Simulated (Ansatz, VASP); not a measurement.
# Two plane-wave programs on NbSi2B6

```xyz
9
Lattice="0.0000 3.5206 3.5206 3.5206 0.0000 3.5206 3.5206 3.5206 0.0000" Properties=species:S:1:pos:R:3 pbc="T T T"
Nb    0.0000    0.0000    0.0000
Si    1.7603    1.7603    1.7603
Si    5.2809    5.2809    5.2809
B     1.4083    3.5206    3.5206
B     3.5206    1.4083    3.5206
B     5.6330    3.5206    3.5206
B     3.5206    5.6330    3.5206
B     3.5206    3.5206    1.4083
B     3.5206    3.5206    5.6330
```

Change from the starting cell: species swapped into the Cs2GeF6 type (Fm-3m, No. 225).

Alike in both runs: task single point; functional PBE; k mesh 4 × 4 × 4; occupations gaussian, width 0.1 eV; no spin polarisation.

|  | VASP | Ansatz |
| --- | --- | --- |
| version | VASP 6.6.1 | Ansatz 0.2.0 |
| potentials or method | VASP PAW PBE potentials, release 64 (Nb_sv, Si, B) | scalar-relativistic, plane waves, PAW |
| plane-wave cutoff (eV) | 520 | 420 |
| valence electrons in the cell | 39 | 39 |

```csv
,VASP,Ansatz,Ansatz less VASP
gap on the k mesh at the Fermi level (eV),none,none,-
rms of the force components (eV/Å),15.787,15.668,-0.1188
```

Atom by atom the forces differ by 0.119 eV/Å (rms over components). A gap of «none» marks a metal or a gap that the smearing closes.

Caveats: the k mesh is coarse (spacing up to 0.39 Å⁻¹), so the values aren't converged; forces of over 1 eV/Å show positions far from the minimum, so gaps and moduli don't describe the material at rest.
